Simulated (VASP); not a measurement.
An input for Quantum ESPRESSO's pw.x (written as the equivalent of a VASP run, and not itself run):

```
&CONTROL
  calculation = 'scf'
  pseudo_dir = './pseudo'
  outdir = './out'
  tprnfor = .true.
  tstress = .true.
/
&SYSTEM
  ibrav = 0
  nat = 3
  ntyp = 2
  ecutwfc = 84
  occupations = 'smearing'
  smearing = 'gaussian'
  degauss = 0.0147
  input_dft = 'pbe'
/
&ELECTRONS
  conv_thr = 7.3e-08
  electron_maxstep = 100
/
ATOMIC_SPECIES
  Ti 47.867 Ti.upf
  B 10.810 B.upf
CELL_PARAMETERS angstrom
     1.5150000   -2.6240570    0.0000000
     1.5150000    2.6240570    0.0000000
     0.0000000    0.0000000    3.2300000
ATOMIC_POSITIONS crystal
  Ti  -0.0093280 -0.0017400  0.0035360
  B    0.3360130  0.6539170  0.4790170
  B    0.6733150  0.3478230  0.5174470
K_POINTS automatic
  8 8 7 0 0 0
```

Problem. Write the VASP files for the same calculation (PBE).

Solution. This is not unique; one that fits is 
POSCAR:
```
TiB2
1
    1.5150000000    -2.6240570000     0.0000000000
    1.5150000000     2.6240570000     0.0000000000
    0.0000000000     0.0000000000     3.2300000000
Ti B
1 2
Direct
 -0.0093280000  -0.0017400000   0.0035360000
  0.3360130000   0.6539170000   0.4790170000
  0.6733150000   0.3478230000   0.5174470000
```

### KPOINTS
```
Automatic mesh
0
Gamma
8 8 7
0 0 0
```

### INCAR
```
SYSTEM = TiB2
PREC = Accurate; ENCUT = 400; LREAL = .FALSE.
LASPH = .TRUE.
EDIFF = 1E-6; NELM = 100; ALGO = Normal
LMAXMIX = 4
ISMEAR = 0; SIGMA = 0.2
GGA = PE
ISIF = 2
LWAVE = .FALSE.; LCHARG = .FALSE.
```

POTCAR, in this order: Ti_sv B (PBE.64 set). Program: vasp_std.

The two are equivalent in intent, not identical: the potentials are each code's own (VASP's PAW set, PseudoDojo norm-conserving files in pw.x), so ENCUT and ecutwfc are chosen apart and not converted; conv_thr bounds pw.x's estimated SCF error, while EDIFF bounds the energy change between steps.

The structure is a typed TiB2 crystal. The cell was not relaxed at this level, atoms are displaced from their ideal sites.
